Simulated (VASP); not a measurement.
Here is the system:

```
NbW3
1.0
   -3.17937     3.18908     3.17937
    3.18908    -3.17937     3.17937
    1.58483     1.58483    -1.58483
W Nb
3 1
Direct
  0.00000   0.00000   0.00000
  0.00000   0.50000   0.00000
  0.50000   0.00000   0.00000
  0.50000   0.50000   0.00000
```

These are PBEsol GGA, VASP's PBE PAW potentials (set 64) (plane waves; VASP) values and carry that method's errors. Settings: 400 eV cut-off, 8×8×15 Γ-centred mesh, tetrahedra with Blöchl corrections, potentials W_sv Nb_sv.

Task: The job: NbW3 (ordered alloy cell), 4 atoms, PBEsol, static run, 400 eV, 8×8×15 Γ-centred mesh. Roughly how much core time does it take on a busy server core?

Result: About 10 core-minutes (one run on a shared machine, a rough figure). It had 262 irreducible k-points, 33 bands, up to 1188 plane waves and 16 electronic steps.

The structure was generated: NbW3 was put into an ordered model structure (R-3m), which need not be its known phase. It was relaxed first.
